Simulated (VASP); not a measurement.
Consider the following.

```xyz
2
Lattice="1.6398 -2.8402 0.0000 1.6398 2.8402 0.0000 0.0000 0.0000 5.1060" Properties=species:S:1:pos:R:3 pbc="T T T"
Sc     1.6398     0.9467     1.2765
Sc     1.6398    -0.9467     3.8295
```

Method: PBE GGA, VASP's PBE PAW potentials (set 64) (plane waves; VASP). Numerical set-up: 480 eV cut-off, 12×12×8 Γ-centred mesh, first-order Methfessel-Paxton smearing of 0.10 eV, potentials Sc_sv.

Q: What does the run give for the energy per atom (σ→0), pressure, band gap (on the k-mesh) with the smallest direct gap where there is one?

A: 
| Item | Result |
|---|---|
| band gap (on the k-mesh) | none (metal, semimetal or under 0.01 eV) |
| energy per atom (σ→0) | -6244 meV/atom |
| pressure | 2.00 GPa |

The compound is Sc in the hcp structure. It was relaxed first under an external pressure of 2 GPa.
